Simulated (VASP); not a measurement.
Calculation: rev-vdW-DF2, VASP's PBE PAW potentials (set 64) (plane waves; VASP 6.6.1).

VASP ran on this input.

File POSCAR:
```
KCl
1
    0.0000000000     3.0682988832     3.0682988832
    3.0682988832     0.0000000000     3.0682988832
    3.0682988832     3.0682988832     0.0000000000
K Cl
1 1
Direct
  0.0000000000   0.0000000000   0.0000000000
  0.5000000000   0.5000000000   0.5000000000
```

**INCAR**
```
SYSTEM = KCl
PREC = Accurate
ENCUT = 520
EDIFF = 1E-7
NELM = 100
ALGO = Normal
LREAL = .FALSE.
LASPH = .TRUE.
ISMEAR = 0
SIGMA = 0.05
GGA = MK
PARAM1 = 0.1234568
PARAM2 = 0.7114
ZAB_VDW = -1.8867
LUSE_VDW = .TRUE.
AGGAC = 0.0
LWAVE = .FALSE.
LCHARG = .FALSE.
ISIF = 2
```

### KPOINTS
```
Automatic mesh
0
Gamma
7 7 7
0 0 0
```

POTCAR, in this order: K_sv Cl (PBE.64 set). Program: vasp_std.

What VASP printed:

File OUTCAR:
```
 ion  position               nearest neighbor table
   1  0.000  0.000  0.000-   2 3.07   2 3.07   2 3.07   2 3.07   2 3.07   2 3.07
   2  0.500  0.500  0.500-   1 3.07   1 3.07   1 3.07   1 3.07   1 3.07   1 3.07
  LATTYP: Found a face centered cubic cell.
 ALAT       =     6.1365977664
 Subroutine PRICEL returns:
 Original cell was already a primitive cell.
 Subroutine GETGRP returns: Found 48 space group operations
The static configuration has the point symmetry O_h .
The dynamic configuration has the point symmetry O_h .
 Subroutine INISYM returns: Found 48 space group operations
 Subroutine IBZKPT returns following result:
 Found     20 irreducible k-points:

 Following reciprocal coordinates:
            Coordinates               Weight
  0.000000  0.000000  0.000000      1.000000
  0.142857  0.000000  0.000000      8.000000
  0.285714  0.000000  0.000000      8.000000
  0.428571  0.000000  0.000000      8.000000
  0.142857  0.142857  0.000000      6.000000
  0.285714  0.142857  0.000000     24.000000
  0.428571  0.142857  0.000000     24.000000
 -0.428571  0.142857  0.000000     24.000000
 -0.285714  0.142857  0.000000     24.000000
...
```

**OSZICAR**
```
       N       E                     dE             d eps       ncg     rms          rms(c)
DAV:   1     0.111450909355E+03    0.11145E+03   -0.72415E+03   480   0.119E+03
DAV:   2     0.334238389923E+01   -0.10811E+03   -0.10001E+03   584   0.283E+02
DAV:   3    -0.345619620150E+01   -0.67986E+01   -0.67534E+01   616   0.662E+01
DAV:   4    -0.372967593507E+01   -0.27348E+00   -0.27313E+00   868   0.119E+01
DAV:   5    -0.373056082575E+01   -0.88489E-03   -0.88486E-03   628   0.731E-01    0.401E+00
DAV:   6    -0.345680023721E+01    0.27376E+00   -0.51828E-01   580   0.413E+00    0.323E+00
DAV:   7    -0.343658132115E+01    0.20219E-01   -0.11978E-01   620   0.218E+00    0.180E+00
DAV:   8    -0.344129193316E+01   -0.47106E-02   -0.15642E-02   692   0.118E+00    0.204E-01
DAV:   9    -0.344142494990E+01   -0.13302E-03   -0.72144E-04   652   0.178E-01    0.888E-02
DAV:  10    -0.344166340109E+01   -0.23845E-03   -0.19898E-04   584   0.140E-01    0.836E-03
DAV:  11    -0.344166498479E+01   -0.15837E-05   -0.63017E-06   796   0.201E-02    0.451E-03
DAV:  12    -0.344166560779E+01   -0.62300E-06   -0.12382E-06   600   0.108E-02    0.151E-03
DAV:  13    -0.344166561134E+01   -0.35436E-08   -0.48619E-08   456   0.258E-03
   1 F= -.34416656E+01 E0= -.34416656E+01  d E =-.394703E-11
```

### OUTCAR
```
------------------------ aborting loop because EDIFF is reached ----------------------------------------
  FORCE on cell =-STRESS in cart. coord.  units (eV):
  Direction    XX          YY          ZZ          XY          YZ          ZX
  --------------------------------------------------------------------------------------
  Total        0.5001627      0.5001627      0.5001627      0.0000000      0.0000000     -0.0000000
  in kB       13.8707166     13.8707166     13.8707166      0.0000000      0.0000000     -0.0000000
  external PRESSURE =      13.8707166 kB  Pullay stress =       0.0000000 kB
  volume of cell :       57.77
      direct lattice vectors                 reciprocal lattice vectors
     0.000000000  3.068298883  3.068298883    -0.162956745  0.162956745  0.162956745
     3.068298883  0.000000000  3.068298883     0.162956745 -0.162956745  0.162956745
     3.068298883  3.068298883  0.000000000     0.162956745  0.162956745 -0.162956745
  FREE ENERGIE OF THE ION-ELECTRON SYSTEM (eV)
  ---------------------------------------------------
  free  energy   TOTEN  =        -3.4416656113 eV

  energy  without entropy=       -3.4416656113  energy(sigma->0) =       -3.44166561
```
(Selected blocks of OUTCAR.)

The compound is KCl in the rock salt structure. This cell is one point of a volume scan, at 0.94 of the reference volume.
